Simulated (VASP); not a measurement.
Energy against volume of CoGa (CsCl type). Calculation: MS2 meta-GGA, VASP's PBE PAW potentials (set 64) (plane waves; VASP). Numerical set-up: 520 eV cut-off, 13×13×13 Γ-centred mesh, first-order Methfessel-Paxton smearing of 0.10 eV, potentials Ga_d Co.

| V (Å³/atom) | E (eV/atom) |
|---|---|
| 10.695 | -7.36856 |
| 11.036 | -7.39143 |
| 11.377 | -7.39943 |
| 11.719 | -7.39448 |

### Question
Fit these four points and predict the energy of the run at 12.060 Å³/atom.

### Answer
A cubic in V^(−2/3), the third-order Birch-Murnaghan form, passes through the four points with V0 = 11.41 Å³/atom and B0 = 200 GPa, and gives -7.3783 eV/atom there. The run gave -7.3791 eV/atom, -0.8 meV/atom from the fit; all five points give B0 = 195 GPa.

The compound is CoGa in the CsCl type structure. It was relaxed first. The run is not spin-polarised, so no magnetic state was tried.
